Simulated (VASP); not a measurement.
VASP runs on ZrP (space group P6/mmm) share one base input (PBE GGA, plane waves, VASP's PBE PAW potentials (set 64)) and change the settings named in each case.

### POSCAR
```
ZrP
1
    6.1454230000     0.0000000000     0.0000000000
   -3.0727120000     5.3220930000     0.0000000000
    0.0000000000     0.0000000000     4.9588290000
Zr P
3 3
Direct
  0.5000000000   0.0000000000   0.0000000000
  0.5000000000   0.5000000000   0.0000000000
  0.0000000000   0.5000000000   0.0000000000
  0.0000000000   0.0000000000   0.0000000000
  0.3333330000   0.6666670000   0.5000000000
  0.6666670000   0.3333330000   0.5000000000
```

**INCAR**
```
SYSTEM = ZrP
PREC = Accurate
ENCUT = 300
EDIFF = 1E-6
NELM = 100
ALGO = Normal
LREAL = .FALSE.
LASPH = .TRUE.
ISMEAR = -1
SIGMA = 0.1
GGA = PE
LMAXMIX = 4
LWAVE = .FALSE.
LCHARG = .FALSE.
ISIF = 2
```

File KPOINTS:
```
Automatic
0
gamma
4 4 5
0 0 0
```

POTCAR, in this order: Zr_sv P (PBE.64 set). Program: vasp_std.

```csv
change,E(σ→0) (eV/atom),pressure (GPa),−TS (eV)
base run,-7.1490,-16.48,-0.1276
GGA = PS,-7.5408,(withheld),(withheld)
"GGA_COMPAT = .FALSE., LNONCOLLINEAR = .TRUE., LSORBIT = .TRUE., MAGMOM = 0.0 0.0 0.0 0.0 0.0 0.0 0.0 0.0 0.0 0.0 0.0 0.0 0.0 0.0 0.0 0.0 0.0 0.0, program vasp_ncl",-7.1844,-16.48,(withheld)
KPOINTS 2×2×2 Γ-centred mesh,-7.0748,-16.14,-0.1532
```

**Question.** What belongs in the gaps?

**Answer.** 
- GGA = PS, pressure (GPa): -18.79
- GGA = PS, −TS (eV): -0.1286
- GGA_COMPAT = .FALSE., LNONCOLLINEAR = .TRUE., LSORBIT = .TRUE., MAGMOM = 0.0 0.0 0.0 0.0 0.0 0.0 0.0 0.0 0.0 0.0 0.0 0.0 0.0 0.0 0.0 0.0 0.0 0.0, program vasp_ncl, −TS (eV): -0.1275

Energies of different potentials or functionals have different zeros.  At 300 eV the pressure can carry a Pulay error.

Left out are runs that ran out of time, are held back, or changed the cell or the kind of run, fixed moments of cells without a moment, rows past the twelfth, gaps on odd meshes, pressures of charged cells and columns that move by less than the noise.

The structure was generated: ZrP was put into an ordered model structure, which need not be its known phase. The cell was not relaxed at this level.
